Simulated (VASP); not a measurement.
## SiC: band structure with PBE

**What was measured.**

“Insight into the structural, elastic and electronic properties of a new orthorhombic 6O-SiC polytype”, 2020, pmc:7200658 quotes, for a bulk crystal of SiC: band gap 2.4 eV (indirect).

The system is SiC.

```
Si C
1.0
     0.00000    2.17900    2.17900
     2.17900    0.00000    2.17900
     2.17900    2.17900    0.00000
Si C
1 1
Direct
  0.00000 0.00000 0.00000
  0.25000 0.25000 0.25000
```

| Item | Value |
| --- | --- |
| Program | VASP 6.6.1 |
| Task | band structure |
| Functional | PBE |
| Potentials or basis | VASP PAW PBE potentials, release 64 (Si, C) |
| Cutoff | 520 eV |
| k mesh | 10 × 10 × 10 |
| Occupations | gaussian, width 0.02 eV |
| Spin | no spin polarisation |
| Further INCAR settings | ALGO = Fast; EDIFF = 1e-06; NBANDS = 11 |

The band gap on the k mesh is 1.36 eV, indirect (least direct gap 4.54 eV) and the band gap along the path is 1.36 eV, indirect (least direct gap 4.54 eV).

Levels at the corners of the path, in eV from the valence-band top:
```
point  band 2  band 3  band 4  band 5  band 6  band 7
    Γ    0.00    0.00    0.00    6.23    7.31    7.31
    X   -7.79   -3.18   -3.18    1.36    4.32   14.04
    X   -7.79   -3.18   -3.18    1.36    4.32   14.04
    W   -7.02   -4.99   -4.69    5.21    9.45    9.46
    W   -7.02   -4.99   -4.69    5.21    9.45    9.46
    K   -7.27   -5.54   -2.59    3.11    7.77   11.85
    K   -7.27   -5.54   -2.59    3.11    7.77   11.85
    Γ    0.00    0.00    0.00    6.23    7.31    7.31
    Γ    0.00    0.00    0.00    6.23    7.31    7.31
    L   -8.53   -1.05   -1.05    5.43    7.23    7.23
    L   -8.53   -1.05   -1.05    5.43    7.23    7.23
    U   -7.27   -5.54   -2.59    3.11    7.77   11.85
    U   -7.27   -5.54   -2.59    3.11    7.77   11.85
    W   -7.02   -4.99   -4.69    5.21    9.45    9.46
    W   -7.02   -4.99   -4.69    5.21    9.45    9.46
    L   -8.53   -1.05   -1.05    5.43    7.23    7.23
    L   -8.53   -1.05   -1.05    5.43    7.23    7.23
    K   -7.27   -5.54   -2.59    3.11    7.77   11.85
    U   -7.27   -5.54   -2.59    3.11    7.77   11.85
    X   -7.79   -3.18   -3.18    1.36    4.32   14.04
```

Wall time 38 s on 1 thread of AMD EPYC 7R43 64-Core Processor (Zen 3), with other jobs on the host, peak memory 0.11 GiB.

Measured gap of SiC: 2.4 eV (indirect; quoted in “Insight into the structural, elastic and electronic properties of a new orthorhombic 6O-SiC polytype”, 2020, pmc:7200658). This calculation gives 1.36 eV (-1.04 eV). The value is that of PBE, without temperature or zero-point motion. Semilocal functionals fall short of measured gaps as a rule.

Caveat: the log is that of the step along the path at fixed density, whose energy, stress, charges and moments have no meaning.
